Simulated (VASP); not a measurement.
Consider the following.

```yaml
crystal:
  lattice:
    - [0.00000, 2.06417, 2.06417]
    - [2.06417, 0.00000, 2.06417]
    - [2.06417, 2.06417, 0.00000]
  atoms:
    - { symbol: Ti, position: [0.00000, 0.00000, 0.00000] }
    - { symbol: N, position: [0.50000, 0.50000, 0.50000] }
```

Method: PBE GGA with D4 dispersion, VASP's PBE PAW potentials (set 64) (plane waves; VASP). Numerical set-up: 520 eV cut-off, 15×15×15 Γ-centred mesh, first-order Methfessel-Paxton smearing of 0.10 eV, potentials Ti_sv N.

Question: Give the stress tensor in GPa (positive for a compressed cell).

Answer: 
```
20.03   0.00   0.00
 0.00  20.03   0.00
 0.00   0.00  20.03
```
The pressure is its mean diagonal, 20.03 GPa.

The compound is TiN in the rock salt structure. This cell is one point of a volume scan, at 0.94 of the reference volume. The electron count is odd and the run is not spin-polarised, which forces a metal.
